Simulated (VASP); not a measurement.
These are vdW-DF2, VASP's PBE PAW potentials (set 64) (plane waves; VASP 6.6.1) values and carry that method's errors.

A VASP calculation is set up with these files.

### INCAR
```
SYSTEM = SnO
PREC = Accurate
ENCUT = 520
EDIFF = 1E-7
NELM = 100
ALGO = Normal
LREAL = .FALSE.
LASPH = .TRUE.
ISMEAR = -5
GGA = ML
ZAB_VDW = -1.8867
LUSE_VDW = .TRUE.
AGGAC = 0.0
LMAXMIX = 4
LWAVE = .FALSE.
LCHARG = .TRUE.
LORBIT = 11
NEDOS = 601
ISIF = 2
LEFG = .TRUE.
```

File KPOINTS:
```
K-points
0
Gamma
6 6 5
```

File POSCAR:
```
SnO
1
    3.9653506671     0.0000000000     0.0000000000
    0.0000000000     3.9653506671     0.0000000000
    0.0000000000     0.0000000000     5.4321221365
Sn O
2 2
Direct
  0.5000000000   0.0000000000   0.7834462270
  0.0000000000   0.5000000000   0.2165537730
  0.5000000000   0.5000000000   0.0000000000
  0.0000000000   0.0000000000   0.0000000000
```

POTCAR, in this order: Sn_d O (PBE.64 set). Program: vasp_std.

Output

### OUTCAR
```
 ion  position               nearest neighbor table
   1  0.500  0.000  0.783-   3 2.31   4 2.31   3 2.31   4 2.31   2 3.66   2 3.66   2 3.66   2 3.66
  LATTYP: Found a simple tetragonal cell.
 ALAT       =     3.9653506671
 C/A-ratio  =     1.3698970388
 Subroutine PRICEL returns:
 Original cell was already a primitive cell.
 Subroutine GETGRP returns: Found 16 space group operations
The static configuration has the point symmetry D_2d.
 The point group associated with its full space group is D_4h.
The dynamic configuration has the point symmetry D_2d.
 Subroutine INISYM returns: Found 16 space group operations
 Subroutine IBZKPT returns following result:
 Found     30 irreducible k-points:

 Following reciprocal coordinates:
            Coordinates               Weight
  0.000000  0.000000  0.000000      1.000000
  0.166667  0.000000  0.000000      4.000000
  0.333333  0.000000  0.000000      4.000000
  0.500000  0.000000  0.000000      2.000000
  0.166667  0.166667  0.000000      4.000000
  0.333333  0.166667  0.000000      8.000000
  0.500000  0.166667  0.000000      4.000000
  0.333333  0.333333  0.000000      4.000000
...
```

**OSZICAR**
```
       N       E                     dE             d eps       ncg     rms          rms(c)
DAV:   1     0.413756549554E+03    0.41376E+03   -0.20533E+04  1448   0.237E+03
DAV:   2     0.416929773854E+02   -0.37206E+03   -0.36617E+03  1592   0.564E+02
DAV:   3    -0.162648649733E+02   -0.57958E+02   -0.57741E+02  1720   0.196E+02
DAV:   4    -0.184789469537E+02   -0.22141E+01   -0.22126E+01  1640   0.437E+01
DAV:   5    -0.185451289992E+02   -0.66182E-01   -0.66167E-01  1944   0.738E+00    0.142E+01
DAV:   6    -0.130787850923E+02    0.54663E+01   -0.42519E+01  2408   0.621E+01    0.579E+00
DAV:   7    -0.129408145779E+02    0.13797E+00   -0.44393E+00  1688   0.125E+01    0.272E+00
DAV:   8    -0.129203010067E+02    0.20514E-01   -0.84536E-01  1992   0.592E+00    0.105E+00
DAV:   9    -0.128937629799E+02    0.26538E-01   -0.22885E-01  2248   0.360E+00    0.354E-01
DAV:  10    -0.128964678212E+02   -0.27048E-02   -0.52379E-02  2008   0.152E+00    0.365E-01
DAV:  11    -0.128935708102E+02    0.28970E-02   -0.15877E-02  1984   0.972E-01    0.374E-02
DAV:  12    -0.128937267690E+02   -0.15596E-03   -0.16428E-03  1632   0.238E-01    0.385E-02
DAV:  13    -0.128937301673E+02   -0.33983E-05   -0.49579E-05  2152   0.912E-02    0.216E-02
DAV:  14    -0.128937274646E+02    0.27027E-05   -0.35788E-05  2064   0.374E-02    0.528E-03
DAV:  15    -0.128937284151E+02   -0.95044E-06   -0.23634E-06  1528   0.121E-02    0.266E-03
DAV:  16    -0.128937282874E+02    0.12769E-06   -0.16016E-07  1312   0.313E-03    0.789E-04
DAV:  17    -0.128937281730E+02    0.11437E-06   -0.13636E-07  1144   0.268E-03    0.647E-04
DAV:  18    -0.128937282163E+02   -0.43296E-07   -0.21046E-08   896   0.131E-03
   1 F= -.12893728E+02 E0= -.12893728E+02  d E =0.000000E+00
```

### OUTCAR
```
------------------------ aborting loop because EDIFF is reached ----------------------------------------
  FORCE on cell =-STRESS in cart. coord.  units (eV):
  Direction    XX          YY          ZZ          XY          YZ          ZX
  --------------------------------------------------------------------------------------
  Total       -0.0190372     -0.0190372      0.0438604      0.0000000     -0.0000000      0.0000000
  in kB       -0.3570933     -0.3570933      0.8227161      0.0000000     -0.0000000      0.0000000
  external PRESSURE =       0.0361765 kB  Pullay stress =       0.0000000 kB
  volume of cell :       85.41
      direct lattice vectors                 reciprocal lattice vectors
     3.965350667  0.000000000  0.000000000     0.252184506  0.000000000  0.000000000
     0.000000000  3.965350667  0.000000000     0.000000000  0.252184506  0.000000000
     0.000000000  0.000000000  5.432122137     0.000000000  0.000000000  0.184090117
 POSITION                                       TOTAL-FORCE (eV/Angst)
 -----------------------------------------------------------------------------------
      1.98268      0.00000      4.25578        -0.000000      0.000000     -0.004483
      0.00000      1.98268      1.17635        -0.000000      0.000000      0.004483
      1.98268      1.98268      0.00000         0.000000     -0.000000      0.000000
      0.00000      0.00000      0.00000        -0.000000      0.000000      0.000000
 -----------------------------------------------------------------------------------
    total drift:                                0.000000      0.000000      0.000000
  FREE ENERGIE OF THE ION-ELECTRON SYSTEM (eV)
  ---------------------------------------------------
  free  energy   TOTEN  =       -12.8937282163 eV

  energy  without entropy=      -12.8937282163  energy(sigma->0) =      -12.89372822

 total charge

# of ion       s       p       d       tot
------------------------------------------
    1        1.291   0.698  10.034  12.023
    2        1.291   0.698  10.034  12.023
    3        1.573   3.415   0.000   4.988
    4        1.573   3.415   0.000   4.988
--------------------------------------------------
tot          5.727   8.227  20.068  34.022

 Electric field gradients after diagonalization (V/A^2)
 (convention: |V_zz| > |V_xx| > |V_yy|)
----------------------------------------------------------------------
 ion       V_xx      V_yy      V_zz     asymmetry (V_yy - V_xx)/ V_zz
----------------------------------------------------------------------
   1      75.198    75.198  -150.395       0.000
   2      75.198    75.198  -150.395       0.000
   3      -0.099    -0.099     0.197       0.000
   4      -0.099    -0.099     0.197       0.000
```
(Selected blocks of OUTCAR.)

The compound is SnO in the litharge structure. It was relaxed first, which changed the volume by +22 %.
